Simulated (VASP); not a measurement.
Input:

```
As
1.0
    3.70911    -1.90145    -0.00409
    3.70911     1.90145    -0.00409
    2.73782     0.00000     3.14284
As
2
Direct
  0.22731   0.22731   0.22731
  0.77269   0.77269   0.77269
```

Level of theory: TPSS meta-GGA, VASP's PBE PAW potentials (set 64) (plane waves; VASP). Run with 520 eV cut-off, 13×13×13 Γ-centred mesh, tetrahedra with Blöchl corrections, potentials As.

Q: Give the energies of bands 2 to 8 at the high-symmetry points, in eV from the Fermi level.

A: 
```tsv
band	Γ	T	H2	L	S0	F
2	-6.06	-10.09	-10.65	-11.12	-10.86	-9.74
3	-2.49	-1.70	-5.78	-2.75	-6.05	-5.98
4	-1.97	-1.70	-5.33	-2.74	-3.53	-4.17
5	-1.97	-0.65	-1.38	-0.46	-3.51	-4.04
6	1.74	0.77	1.18	-0.33	3.15	1.56
7	2.89	0.77	5.21	0.32	3.22	5.30
8	2.89	1.64	5.38	1.33	5.39	6.64
```

It has no gap at this level: it comes out as a metal or semimetal.

The compound is As in the a7 structure. It was relaxed first.
